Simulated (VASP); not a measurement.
Computed with PBE GGA with D4 dispersion, VASP's PBE PAW potentials (set 64) (plane waves; VASP).

A VASP calculation is set up with these files.

**POSCAR**
```
SiO2
1
    4.2009291816     0.0000000000     0.0000000000
   -0.0000000000     4.2009291816     0.0000000000
    0.0000000000     0.0000000000     2.6867397953
Si O
2 4
Direct
  0.0000000000   0.0000000000   1.0000000000
  0.5000000000   0.5000000000   0.5000000000
  0.3060559635   0.3060559635   0.0000000000
  0.8060559635   0.1939440365   0.5000000000
  0.1939440365   0.8060559635   0.5000000000
  0.6939440365   0.6939440365   1.0000000000
```

KPOINTS:
```
K-points
0
gamma
  5 5 7
0 0 0
```

### INCAR
```
ALGO = Normal
EDIFF = 1E-6
EDIFFG = -0.02
ENCUT = 520
GGA = PE
IBRION = 2
ISIF = 3
ISMEAR = 0
IVDW = 13
LASPH = .True.
LCHARG = .False.
LREAL = .False.
LWAVE = .False.
NELM = 100
NSW = 60
PREC = Accurate
SIGMA = 0.05
SYSTEM = SiO2
```

POTCAR, in this order: Si O (PBE.64 set). Program: vasp_std.

The resulting files:

### OSZICAR
```
       N       E                     dE             d eps       ncg     rms          rms(c)
DAV:   1     0.163411938263E+03    0.16341E+03   -0.18241E+04   968   0.154E+03
DAV:   2    -0.440100197110E+02   -0.20742E+03   -0.20139E+03  1316   0.322E+02
DAV:   3    -0.508565040368E+02   -0.68465E+01   -0.68284E+01  1152   0.622E+01
DAV:   4    -0.509087878492E+02   -0.52284E-01   -0.52209E-01  1132   0.629E+00
DAV:   5    -0.509093615731E+02   -0.57372E-03   -0.57360E-03  1124   0.638E-01    0.173E+01
DAV:   6    -0.462558676381E+02    0.46535E+01   -0.18532E+01  1072   0.305E+01    0.775E+00
DAV:   7    -0.462802214922E+02   -0.24354E-01   -0.51827E-01  1136   0.511E+00    0.292E+00
DAV:   8    -0.462952524813E+02   -0.15031E-01   -0.18465E-02  1072   0.140E+00    0.109E+00
DAV:   9    -0.463019361570E+02   -0.66837E-02   -0.82401E-03  1104   0.987E-01    0.269E-01
DAV:  10    -0.463021640141E+02   -0.22786E-03   -0.72051E-04  1128   0.225E-01    0.463E-02
DAV:  11    -0.463021263810E+02    0.37633E-04   -0.17013E-04  1108   0.991E-02    0.644E-03
DAV:  12    -0.463021277086E+02   -0.13276E-05   -0.89257E-06  1096   0.223E-02    0.484E-03
DAV:  13    -0.463021275261E+02    0.18251E-06   -0.13192E-06   648   0.930E-03
   1 F= -.47904355E+02 E0= -.47904355E+02  d E =-.479044E+02
```

OUTCAR:
```
------------------------ aborting loop because EDIFF is reached ----------------------------------------
  Edisp (eV):   -1.60223
  FORCE on cell =-STRESS in cart. coord.  units (eV):
  Direction    XX          YY          ZZ          XY          YZ          ZX
  --------------------------------------------------------------------------------------
  Total       0.01344     0.01344    -0.10455     0.00000     0.00000     0.00000
  in kB       0.45399     0.45399    -3.53268     0.00000     0.00000     0.00000
  external pressure =       -0.87 kB  Pullay stress =        0.00 kB
  volume of cell :       47.42
      direct lattice vectors                 reciprocal lattice vectors
     4.200929182  0.000000000  0.000000000     0.238042575  0.000000000  0.000000000
     0.000000000  4.200929182  0.000000000     0.000000000  0.238042575  0.000000000
     0.000000000  0.000000000  2.686739795     0.000000000  0.000000000  0.372198306
 POSITION                                       TOTAL-FORCE (eV/Angst)
 -----------------------------------------------------------------------------------
      0.00000      0.00000      0.00000         0.000000     -0.000000     -0.000000
      2.10046      2.10046      1.34337         0.000000     -0.000000     -0.000000
      1.28572      1.28572      0.00000        -0.008095     -0.008095      0.000000
      3.38618      0.81475      1.34337        -0.008095      0.008095     -0.000000
      0.81475      3.38618      1.34337         0.008095     -0.008095     -0.000000
      2.91521      2.91521      0.00000         0.008095      0.008095     -0.000000
 -----------------------------------------------------------------------------------
    total drift:                                0.000000     -0.000000      0.000000
  FREE ENERGIE OF THE ION-ELECTRON SYSTEM (eV)
  ---------------------------------------------------
  free  energy   TOTEN  =       -47.9043546635 eV

  energy  without entropy=      -47.9043546635  energy(sigma->0) =      -47.90435466

 reached required accuracy - stopping structural energy minimisation
```
(Selected blocks of OUTCAR.)

The compound is SiO2 in the rutile structure, stishovite, a high-pressure form. It was relaxed first. The start is the result of an earlier pass.
